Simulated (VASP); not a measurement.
An input for Ansatz (written as the equivalent of a VASP run, and not itself run):

Ansatz 0.2 input:
```yaml
crystal:
  lattice:
    - [0.0000000, 2.2999668, 2.2999668]
    - [2.2999668, 0.0000000, 2.2999668]
    - [2.2999668, 2.2999668, 0.0000000]
  atoms:
    - { symbol: Li, position: [0.2500000, 0.2500000, 0.2500000] }
    - { symbol: Li, position: [0.7500000, 0.7500000, 0.7500000] }
    - { symbol: O, position: [0.0000000, 0.0000000, 0.0000000] }
kpoints:
  mp_grid: { grid: [8, 8, 8] }
hamiltonian:
  xc: r2scan
  pseudopotentials: { kind: paw }
scf:
  occupations: { method: gaussian, width: 0.05 }
  max_iter: 100
relax:
  max_steps: 60
  f_tol: 0.02
  cell: {}
output: { forces: true, stress: true, eigenvalues: true }
```

Problem. Write the VASP files for the same calculation (r2SCAN).

Solution. This is not unique; one that fits is 
**KPOINTS**
```
Automatic mesh
0
Gamma
8 8 8
0 0 0
```

**POSCAR**
```
Li2O
1
    0.0000000000     2.2999668351     2.2999668351
    2.2999668351     0.0000000000     2.2999668351
    2.2999668351     2.2999668351     0.0000000000
Li O
2 1
Direct
  0.2500000000   0.2500000000   0.2500000000
  0.7500000000   0.7500000000   0.7500000000
  0.0000000000   0.0000000000   0.0000000000
```

**INCAR**
```
SYSTEM = Li2O
PREC = Accurate; ENCUT = 520; LREAL = F
LASPH = T
EDIFF = 1E-6; NELM = 100; ALGO = Normal
LMIXTAU = T
ISMEAR = 0; SIGMA = 0.05
METAGGA = R2SCAN
IBRION = 2; NSW = 60; ISIF = 3
EDIFFG = -0.02
LWAVE = F; LCHARG = F
```

POTCAR, in this order: Li_sv O (PBE.64 set). Program: vasp_std.

Limits of the translation: each code has its own PAW files, so the cut-off isn't converted (ENCUT is set for VASP's; basis.ecutwfc is left out, and Ansatz then takes the one that its files recommend); Ansatz stops its SCF on the density residual and VASP on the energy change (EDIFF).

The compound is Li2O in the antifluorite structure. This run relaxes it. Symmetry was kept, so distortions that lower it aren't found. The start is the result of an earlier pass.
